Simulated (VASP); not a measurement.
VASP input:

### INCAR
```
SYSTEM = Zn7Tc
PREC = Accurate; ENCUT = 300; LREAL = .FALSE.
LASPH = .TRUE.
EDIFF = 1E-6; NELM = 100; ALGO = Normal
LMAXMIX = 4
ISMEAR = -1; SIGMA = 0.1
GGA = PS
ISIF = 2
LWAVE = .FALSE.; LCHARG = .FALSE.
```

### KPOINTS
```
Automatic mesh
0
Gamma
6 6 6
0 0 0
```

POSCAR:
```
Zn7Tc
1
    0.0000000000     3.8229100000     3.8229100000
    3.8229100000     0.0000000000     3.8229100000
    3.8229100000     3.8229100000     0.0000000000
Zn Tc
7 1
Direct
  0.5010200000  -0.0110320000   0.0119660000
  0.4938900000   0.0057640000   0.5072790000
  0.0032900000   0.4972810000   0.5022050000
 -0.0047450000   0.5213170000  -0.0212500000
  0.5011510000   0.4895970000   0.0046620000
 -0.0026830000  -0.0001840000   0.5010340000
  0.5019150000   0.5020130000   0.4886100000
  0.0061620000  -0.0047560000   0.0054930000
```

POTCAR, in this order: Zn Tc_pv (PBE.64 set). Program: vasp_std.

Question: Translate this PBEsol calculation to Ansatz.

Answer: One equivalent input (not run):
Ansatz 0.2 input:
```yaml
crystal:
  lattice:
    - [0.0000000, 3.8229100, 3.8229100]
    - [3.8229100, 0.0000000, 3.8229100]
    - [3.8229100, 3.8229100, 0.0000000]
  atoms:
    - { symbol: Zn, position: [0.5010200, -0.0110320, 0.0119660] }
    - { symbol: Zn, position: [0.4938900, 0.0057640, 0.5072790] }
    - { symbol: Zn, position: [0.0032900, 0.4972810, 0.5022050] }
    - { symbol: Zn, position: [-0.0047450, 0.5213170, -0.0212500] }
    - { symbol: Zn, position: [0.5011510, 0.4895970, 0.0046620] }
    - { symbol: Zn, position: [-0.0026830, -0.0001840, 0.5010340] }
    - { symbol: Zn, position: [0.5019150, 0.5020130, 0.4886100] }
    - { symbol: Tc, position: [0.0061620, -0.0047560, 0.0054930] }
kpoints:
  mp_grid: { grid: [6, 6, 6] }
hamiltonian:
  xc: pbesol
  pseudopotentials: { kind: paw }
scf:
  occupations: { method: fermi_dirac, width: 0.1 }
  max_iter: 100
output: { forces: true, stress: true, eigenvalues: true }
```
Limits of the translation: each code has its own PAW files, so the cut-off isn't converted (ENCUT is set for VASP's; basis.ecutwfc is left out, and Ansatz then takes the one that its files recommend); Ansatz stops its SCF on the density residual and VASP on the energy change (EDIFF).

The structure comes from a computed database's Zn7Tc entry (Fm-3m); how it stands against other phases isn't given here. The cell was not relaxed at this level, atoms are displaced from their ideal sites.
